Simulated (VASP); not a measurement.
Method: PBE GGA, VASP's PBE PAW potentials (set 64) (plane waves; VASP 6.6.1).

VASP input:

### KPOINTS
```
Automatic mesh
0
Gamma
1 1 1
0 0 0
```

**INCAR**
```
ALGO = Fast
EDIFF = 1E-5
EDIFFG = -0.03
ENCUT = 400
GGA = PE
IBRION = 2
ISIF = 2
ISMEAR = 0
ISYM = 0
LASPH = .TRUE.
LCHARG = .FALSE.
LMAXMIX = 4
LREAL = Auto
LWAVE = .FALSE.
NELM = 100
NELMIN = 4
NSW = 60
PREC = Normal
SIGMA = 0.05
SYSTEM = Sn24O47
```

File POSCAR:
```
Sn24O47
1.0
  9.6498236311   0.0000000000   0.0000000000
  0.0000000000   9.6498236311   0.0000000000
  0.0000000000   0.0000000000   9.7143058054
Sn O
24 47
direct
  0.0000000000   0.0000000000   0.0000000000
  0.2500000000   0.2500000000   0.1666670000
  0.0000000000   0.0000000000   0.3333330000
  0.2500000000   0.2500000000   0.5000000000
  0.0000000000   0.0000000000   0.6666670000
  0.2500000000   0.2500000000   0.8333330000
  0.0000000000   0.5000000000   0.0000000000
  0.2500000000   0.7500000000   0.1666670000
  0.0000000000   0.5000000000   0.3333330000
  0.2485020000   0.7459170000   0.4987700000
  0.0000000000   0.5000000000   0.6666670000
  0.2500000000   0.7500000000   0.8333330000
  0.5000000000   0.0000000000   0.0000000000
  0.7500000000   0.2500000000   0.1666670000
  0.5000000000   0.0000000000   0.3333330000
  0.7500000000   0.2500000000   0.5000000000
  0.5000000000   0.0000000000   0.6666670000
  0.7500000000   0.2500000000   0.8333330000
  0.5000000000   0.5000000000   0.0000000000
  0.7500000000   0.7500000000   0.1666670000
  0.4988170000   0.4959900000   0.3305980000
  0.7500000000   0.7500000000   0.5000000000
  0.4962070000   0.5012200000   0.6669490000
  0.7500000000   0.7500000000   0.8333330000
  0.1535000000   0.1535000000   0.0000000000
  0.4035000000   0.0965000000   0.1666670000
  0.0965000000   0.4035000000   0.1666670000
  0.3465000000   0.3465000000   0.0000000000
  0.1535000000   0.1535000000   0.3333330000
  0.4035000000   0.0965000000   0.5000000000
  0.0965000000   0.4035000000   0.5000000000
  0.3420490000   0.3487850000   0.3335660000
  0.1535000000   0.1535000000   0.6666670000
  0.4035000000   0.0965000000   0.8333330000
  0.0965000000   0.4035000000   0.8333330000
  0.3467850000   0.3425620000   0.6627510000
  0.1535000000   0.6535000000   0.0000000000
  0.3987060000   0.5968450000   0.1686970000
  0.0965000000   0.9035000000   0.1666670000
  0.3465000000   0.8465000000   0.0000000000
  0.1575680000   0.6572160000   0.3294730000
  0.0965000000   0.9035000000   0.5000000000
  0.3443300000   0.8501430000   0.3288490000
  0.1564160000   0.6552450000   0.6673410000
  0.3999640000   0.5920700000   0.8293730000
  0.0965000000   0.9035000000   0.8333330000
  0.3449660000   0.8423500000   0.6717010000
  0.6535000000   0.1535000000   0.0000000000
  0.9035000000   0.0965000000   0.1666670000
  0.5965000000   0.4035000000   0.1666670000
  0.8465000000   0.3465000000   0.0000000000
  0.6535000000   0.1535000000   0.3333330000
  0.9035000000   0.0965000000   0.5000000000
  0.5976680000   0.3986780000   0.4959120000
  0.8465000000   0.3465000000   0.3333330000
  0.6535000000   0.1535000000   0.6666670000
  0.9035000000   0.0965000000   0.8333330000
  0.5965000000   0.4035000000   0.8333330000
  0.8465000000   0.3465000000   0.6666670000
  0.6535000000   0.6535000000   0.0000000000
  0.9035000000   0.5965000000   0.1666670000
  0.5965000000   0.9035000000   0.1666670000
  0.8465000000   0.8465000000   0.0000000000
  0.6567250000   0.6507760000   0.3345890000
  0.9035000000   0.5965000000   0.5000000000
  0.5965000000   0.9035000000   0.5000000000
  0.8465000000   0.8465000000   0.3333330000
  0.6512010000   0.6567070000   0.6704360000
  0.9035000000   0.5965000000   0.8333330000
  0.5965000000   0.9035000000   0.8333330000
  0.8465000000   0.8465000000   0.6666670000
```

POTCAR, in this order: Sn O (PBE.64 set). Program: vasp_gam.

The supercell is sampled at Γ alone, which is coarse: total energies, pressure and levels can be off, energies of defects by several tenths of an eV.

Task: What does the run give for the energy per atom (σ→0)?

Result: 
```yaml
energy per atom (σ→0): -6.245 eV/atom
```

### OSZICAR
```
...
RMM:   5    -0.443393126650E+03   -0.58237E-05   -0.69847E-05   360   0.127E-02
  22 F= -.44339313E+03 E0= -.44339313E+03  d E =-.380801E-03
       N       E                     dE             d eps       ncg     rms          rms(c)
DAV:   1    -0.443393114914E+03    0.59119E-05   -0.16459E-02   480   0.317E-01    0.216E-02
RMM:   2    -0.443393142976E+03   -0.28062E-04   -0.32796E-04   452   0.415E-02    0.891E-03
RMM:   3    -0.443393143436E+03   -0.46066E-06   -0.23624E-05   285   0.117E-02    0.579E-03
RMM:   4    -0.443393142713E+03    0.72311E-06   -0.67521E-06   259   0.532E-03
  23 F= -.44339314E+03 E0= -.44339314E+03  d E =-.396865E-03
```

The cell is a supercell with a defect, built from SnO2 (rutile): vac_O. The run is not spin-polarised, so no state with unpaired spins was tried.
